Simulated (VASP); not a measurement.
A convergence study with VASP on Zr (hcp): a few settings are varied, all else stays as given below, so the limit is that of these other settings.

```yaml
crystal:
  lattice:
    - [1.61500, -2.79726, 0.00000]
    - [1.61500, 2.79726, 0.00000]
    - [0.00000, 0.00000, 5.15000]
  atoms:
    - { symbol: Zr, position: [0.33333, 0.66667, 0.25000] }
    - { symbol: Zr, position: [0.66667, 0.33333, 0.75000] }
```

Calculation: LDA (Ceperley-Alder, Perdew-Zunger), VASP's LDA PAW potentials (set 64) (plane waves; VASP). The last row used: 550 eV cut-off, 21×21×11 Γ-centred mesh, first-order Methfessel-Paxton smearing of 0.050 eV, potentials Zr_sv.

| setting | E (eV/atom) | pressure (GPa) | irreducible k-points |
|---|---|---|---|
| ISMEAR = -1, SIGMA = 0.01, 7×7×4 mesh | -9.2586 | -5.79 | 24 |
| ISMEAR = -1, SIGMA = 0.1, 7×7×4 mesh | -9.2613 | -5.88 | 24 |
| ISMEAR = -1, SIGMA = 0.4, 7×7×4 mesh | -9.2431 | -3.53 | 24 |
| ISMEAR = 0, SIGMA = 0.05, 7×7×4 mesh | -9.2589 | -5.85 | 24 |
| ISMEAR = 0, SIGMA = 0.4, 7×7×4 mesh | -9.2612 | -5.79 | 24 |
| ISMEAR = 1, SIGMA = 0.05, 7×7×4 mesh | -9.2586 | -5.81 | 24 |
| ISMEAR = 1, SIGMA = 0.4, 7×7×4 mesh | -9.2616 | -6.05 | 24 |
| ISMEAR = 2, SIGMA = 0.05, 7×7×4 mesh | -9.2586 | -5.79 | 24 |
| ISMEAR = 2, SIGMA = 0.2, 7×7×4 mesh | -9.2596 | -5.98 | 24 |
| ISMEAR = -1, SIGMA = 0.01, 15×15×8 mesh | -9.2635 | -5.99 | 135 |
| ISMEAR = -1, SIGMA = 0.1, 15×15×8 mesh | -9.2633 | -5.93 | 135 |
| ISMEAR = -1, SIGMA = 0.4, 15×15×8 mesh | -9.2433 | -3.52 | 135 |
| ISMEAR = 0, SIGMA = 0.1, 15×15×8 mesh | -9.2635 | -5.99 | 135 |
| ISMEAR = 0, SIGMA = 0.4, 15×15×8 mesh | -9.2609 | -5.76 | 135 |
| ISMEAR = 1, SIGMA = 0.05, 15×15×8 mesh | -9.2635 | -5.99 | 135 |
| ISMEAR = 1, SIGMA = 0.4, 15×15×8 mesh | -9.2638 | -6.09 | 135 |
| ISMEAR = 2, SIGMA = 0.05, 15×15×8 mesh | -9.2635 | -5.99 | 135 |
| ISMEAR = 2, SIGMA = 0.2, 15×15×8 mesh | -9.2632 | -6.01 | 135 |
| ISMEAR = -1, SIGMA = 0.01, 21×21×11 mesh | -9.2634 | -5.94 | 288 |
| ISMEAR = -1, SIGMA = 0.1, 21×21×11 mesh | -9.2632 | -5.92 | 288 |
| ISMEAR = 0, SIGMA = 0.01, 21×21×11 mesh | -9.2635 | -5.93 | 288 |
| ISMEAR = 0, SIGMA = 0.1, 21×21×11 mesh | -9.2634 | -5.97 | 288 |
| ISMEAR = 0, SIGMA = 0.4, 21×21×11 mesh | (withheld) | -5.76 | 288 |
| ISMEAR = 1, SIGMA = 0.05, 21×21×11 mesh | -9.2634 | -5.95 | 288 |

Question: Fill in the missing entries.

Answer: 
- ISMEAR = 0, SIGMA = 0.4, 21×21×11 mesh, E (eV/atom): -9.2610

VASP warned of too few bands at ISMEAR = -1, SIGMA = 0.4, 7×7×4 mesh; ISMEAR = 1, SIGMA = 0.4, 7×7×4 mesh; ISMEAR = -1, SIGMA = 0.4, 15×15×8 mesh; ISMEAR = 1, SIGMA = 0.4, 15×15×8 mesh.

Left out are rungs that failed or repeat a setting and relaxations that didn't move; long series are thinned to 24 rows.

The compound is Zr in the hcp structure. The cell was not relaxed at this level.
